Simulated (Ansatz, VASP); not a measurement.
## NaWSe3 in VASP and in Ansatz

```xyz
5
Lattice="2.6313 -4.1386 0.0000 2.6313 4.1386 0.0000 0.0000 0.0000 4.9242" Properties=species:S:1:pos:R:3 pbc="T T T"
Na    2.6313    0.0000    2.4621
W     0.0000    0.0000    0.0000
Se    2.6313   -1.4711    0.0000
Se    2.6313    1.4711    0.0000
Se    0.0000    0.0000    2.4621
```

Alike in both runs: functional PBE; k mesh 4 × 4 × 4; occupations gaussian, width 0.1 eV; collinear spin.

Ansatz relaxed the structure, and its values are those at the end. VASP's run is a single point on that final structure, the one shown.

|  | VASP | Ansatz |
| --- | --- | --- |
| version | VASP 6.6.1 | Ansatz 0.2.0 |
| potentials or method | VASP PAW PBE potentials, release 64 (Na_pv, W_sv, Se) | scalar-relativistic, plane waves, PAW |
| plane-wave cutoff (eV) | 520 | 420 |
| valence electrons in the cell | 39 | 71 |

VASP gave:

| Item | Value |
| --- | --- |
| gap on the k mesh at the Fermi level (eV) | none |
| pressure (GPa) | 0.3 |
| net moment per atom (μB) | 0.00 |

**Question.** Estimate Ansatz's values.

**Answer.** gap on the k mesh at the Fermi level (eV): none; pressure (GPa): 0.1; net moment per atom (μB): 0.00.

A gap of «none» marks a metal or a gap that the smearing closes. The two sets of potentials don't hold the same shells in valence. Ansatz warned: «no_starting_moments».

Spin-orbit coupling is left out, which matters for the levels of W.
